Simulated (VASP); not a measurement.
Here is a VASP 6.6.1 calculation.

Contents of INCAR:

```
SYSTEM = MgS
ALGO     = Fast           ! electronic algorithm
EDIFF    = 1E-6           ! SCF threshold, eV
ENCUT    = 520            ! plane-wave cutoff, eV
GGA      = PE             ! functional
ISIF     = 2              ! what is computed and relaxed
ISMEAR   = 0              ! smearing method
KPAR     = 4            
LASPH    = .True.         ! aspherical terms in the spheres
LCHARG   = .True.         ! write CHGCAR
LREAL    = .False.        ! projectors in reciprocal space
LVHAR    = .True.       
LWAVE    = .False.        ! write WAVECAR
NELM     = 100            ! most SCF steps
PREC     = Accurate       ! precision mode
SIGMA    = 0.02           ! smearing width, eV
```

File KPOINTS:

```
k-points
0
Gamma
  10 10 10
  0 0 0
```

POSCAR

```
MgS                                     
1.0
   -0.0000000000      2.5903437999      2.5903437999
    2.5903437999      0.0000000000      2.5903437999
    2.5903437999      2.5903437999     -0.0000000000
  Mg              S             
     1     1
Direct
     0.0000000000000000    0.0000000000000000    0.0000000000000000
     0.5000000000000000    0.5000000000000000    0.5000000000000000
```

Potentials or basis: VASP PAW PBE potentials, release 64 (Mg, S).

The run is started by

```sh
$ cat potpaw_PBE.64/Mg/POTCAR potpaw_PBE.64/S/POTCAR > POTCAR
$ mpirun -np 4 vasp_std > vasp.out
```

Question: What does it give for the band gap on the k mesh?

Answer: 2.80 eV, indirect (least direct gap 3.81 eV).

Question: What does it give for the pressure?

Answer: 1.9 GPa.

A k mesh can miss the band edges. A hybrid or GW would open this gap; PBE tends to underestimate it.
